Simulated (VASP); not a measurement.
Here is the system:

```
Pt3Te4
1.0
    1.99400     1.15124    11.79667
   -1.99400     1.15124    11.79667
    0.00000    -2.30247    11.79667
Te Pt
4 3
Direct
  0.44300   0.44300   0.44300
  0.55700   0.55700   0.55700
  0.29500   0.29500   0.29500
  0.70500   0.70500   0.70500
  0.00000   0.00000   0.00000
  0.14600   0.14600   0.14600
  0.85400   0.85400   0.85400
```

Method: PBEsol GGA, VASP's PBE PAW potentials (set 64) (plane waves; VASP). Numerical set-up: 300 eV cut-off, 4×4×4 Γ-centred mesh, Gaussian smearing of 0.10 eV, potentials Te Pt.

At this cut-off the stress carries a Pulay error, which pulls relaxed volumes low. Unless said otherwise, spin-orbit coupling is left out, though it shifts the bands of the heavy elements here.

Question: What does the run give for the energy per atom (σ→0), pressure, largest force, band gap (on the k-mesh) with the smallest direct gap where there is one?

Answer: 
The band gap (on the k-mesh) is none (metal, semimetal or under 0.01 eV) and the energy per atom (σ→0) is -5.373 eV/atom. The pressure is -1.44 GPa and the largest force is 0.520 eV/Å.

The absolute energy has meaning only against runs of the same code, potentials and settings.

The structure comes from a measured Te4Pt3 entry of the Crystallography Open Database, whose conditions weren't checked. The cell was not relaxed at this level. The k-mesh is coarse (spacing up to 0.46 per Å, 2π included), so the numbers may not be converged in it.
